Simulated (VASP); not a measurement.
VASP input:

**INCAR**
```
LREAL  =  F   # projection in real space or not
ISIF  =  2
LWAVE  =  F
EDIFF  =  1E-7   # SCF stop (eV)
NELM  =  100
LMAXMIX  =  4   # l cut-off of mixed one-centre charges
ALGO  =  Normal
LCHARG  =  F
PREC  =  Accurate
SIGMA  =  0.05   # width (eV)
GGA  =  RE   # revPBE
ENCUT  =  520   # plane-wave cut-off (eV)
LASPH  =  T   # aspherical one-centre terms
ISMEAR  =  0   # Gaussian
SYSTEM  =  AlAs
```

POSCAR:
```
AlAs
1
    0.0000000000     2.8812206501     2.8812206501
    2.8812206501     0.0000000000     2.8812206501
    2.8812206501     2.8812206501     0.0000000000
Al As
1 1
Direct
  0.0000000000   0.0000000000   0.0000000000
  0.2500000000   0.2500000000   0.2500000000
```

**KPOINTS**
```
Automatic mesh
0
Gamma
8 8 8
0 0 0
```

POTCAR, in this order: Al As (PBE.64 set). Program: vasp_std.

**Question.** Write an equivalent input for Ansatz.

**Answer.** One equivalent input (not run):
Ansatz 0.2 input:
```yaml
crystal:
  lattice:
    - [0.0000000, 2.8812207, 2.8812207]
    - [2.8812207, 0.0000000, 2.8812207]
    - [2.8812207, 2.8812207, 0.0000000]
  atoms:
    - { symbol: Al, position: [0.0000000, 0.0000000, 0.0000000] }
    - { symbol: As, position: [0.2500000, 0.2500000, 0.2500000] }
kpoints:
  mp_grid: { grid: [8, 8, 8] }
hamiltonian:
  xc: revpbe
  pseudopotentials: { kind: paw }
scf:
  occupations: { method: gaussian, width: 0.05 }
  max_iter: 100
output: { forces: true, stress: true, eigenvalues: true }
```
Limits of the translation: each code has its own PAW files, so the cut-off isn't converted (ENCUT is set for VASP's; basis.ecutwfc is left out, and Ansatz then takes the one that its files recommend); Ansatz stops its SCF on the density residual and VASP on the energy change (EDIFF).

The compound is AlAs in the zinc blende structure. It was relaxed first, which changed the volume by +6 %.
